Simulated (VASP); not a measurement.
Here is a VASP 6.6.1 calculation.

The input INCAR:

```
  PREC = Accurate
  ENCUT = 520
  EDIFF = 1E-6
  ISMEAR = -1
  SIGMA = 0.0121
  LREAL = F
  LASPH = T
  NELM = 60
  ALGO = Normal
  ISIF = 2
  LWAVE = F
  LCHARG = T
  GGA = PE
  LELF = T
  LVHAR = T
  NBANDS = 18
```

File KPOINTS:

```
regular mesh
0
Gamma
  6 6 5
```

POSCAR

```
TlPd
1.0
    3.1522810000      0.0000000000      0.0000000000
    0.0000000000      3.1522810000      0.0000000000
    0.0000000000      0.0000000000      3.7805300000
Tl Pd
1 1
Direct
    0.0000000000      0.0000000000      0.0000000000
    0.5000000000      0.5000000000      0.5000000000
```

Potentials or basis: VASP PAW PBE potentials, release 64 (Tl_d, Pd).

Run with:

```bash
$ cat potpaw_PBE.64/Tl_d/POTCAR potpaw_PBE.64/Pd/POTCAR > POTCAR
$ mpirun -np 1 vasp_std > vasp.out
```

(1) Predict the band gap on the k mesh.

(2) Predict the pressure.

## Answers

(1) none (metal or under the smearing width).

(2) 5.3 GPa.
